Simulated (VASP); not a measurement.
Write the native input for VASP 6.6.1 that does the following.

- Task: relaxation of cell and atoms
- Functional: PBE
- Dispersion: D3(BJ)
- Potentials or basis: VASP PAW PBE potentials, release 64 (Se, Bi_d)
- Cutoff: 600 eV
- k mesh: 9 × 9 × 1
- Occupations: gaussian, width 0.03 eV
- Spin: no spin polarisation
- Further INCAR settings: ALGO = Normal; EDIFF = 1e-06; IBRION = 2; EDIFFG = -0.01; NSW = 90; ISIF = 3

The structure of Bi2Se3 lies in POSCAR:

```
Bi2Se3
1.0
    4.1430000000      0.0000000000      0.0000000000
   -2.0715000000      3.5879432500      0.0000000000
    0.0000000000      0.0000000000     44.0568509300
Se Bi
9 6
Direct
    0.0000000000      0.0000000000      0.2042815100
    0.6666666700      0.3333333300      0.2833405400
    0.3333333300      0.6666666700      0.3623995800
    0.6666666700      0.3333333300      0.4209409600
    0.3333333300      0.6666666700      0.5000000000
    0.0000000000      0.0000000000      0.5790590400
    0.3333333300      0.6666666700      0.6376004200
    0.0000000000      0.0000000000      0.7166594600
    0.6666666700      0.3333333300      0.7957184900
    0.3333333300      0.6666666700      0.2394886700
    0.0000000000      0.0000000000      0.3271924200
    0.0000000000      0.0000000000      0.4561481300
    0.6666666700      0.3333333300      0.5438518700
    0.6666666700      0.3333333300      0.6728075800
    0.3333333300      0.6666666700      0.7605113300
```

One way to write it, as run:

INCAR

```
PREC     = Accurate       # precision mode
ENCUT    = 600            # plane-wave cutoff, eV
EDIFF    = 1E-6           # SCF threshold, eV
ISMEAR   = 0              # smearing method
SIGMA    = 0.03           # smearing width, eV
LREAL    = F              # projectors in reciprocal space
LASPH    = T              # aspherical terms in the spheres
NELM     = 80             # most SCF steps
ALGO     = Normal         # electronic algorithm
ISIF     = 3              # what is computed and relaxed
LWAVE    = F              # write WAVECAR
LCHARG   = F              # write CHGCAR
GGA      = PE             # functional
IVDW     = 12             # dispersion correction
IBRION   = 2              # ionic algorithm
NSW      = 90             # ionic steps
EDIFFG   = -0.01          # ionic threshold
LATTICE_CONSTRAINTS= .TRUE. .TRUE. .FALSE.
KPAR     = 4
```

KPOINTS

```
Automatic mesh
0
Gamma
  9 9 1
```

Potentials or basis: VASP PAW PBE potentials, release 64 (Se, Bi_d).

Launch:

```bash
$ cat potpaw_PBE.64/Se/POTCAR potpaw_PBE.64/Bi_d/POTCAR > POTCAR
$ mpirun -np 4 vasp_std > vasp.out
```

It gave:

| Quantity | Value |
| --- | --- |
| Relaxed volume | 43.53 Å³/atom |
| Relaxed cell | a = 4.137 Å, b = 4.137 Å, c = 44.057 Å, α = 90.00°, β = 90.00°, γ = 120.00° |
| Space group after relaxing (to 0.05 Å) | P-3m1 (No. 164) |
| Energy gained by relaxing | 0.9 meV/atom |
| Ionic steps | 10 |
| Largest force after relaxing | 0.008 eV/Å |
| Band gap on the k mesh | 0.40 eV, direct |
| Dispersion energy per atom | -0.373 eV |

Caveat: spin-orbit coupling is left out, which as a rule narrows the gap of such compounds by several tenths of an eV.

Wall time 53 min on 4 MPI ranks on Intel(R) Xeon(R) Platinum 8488C (Sapphire Rapids) (shared host), peak memory 1.5 GiB a rank.
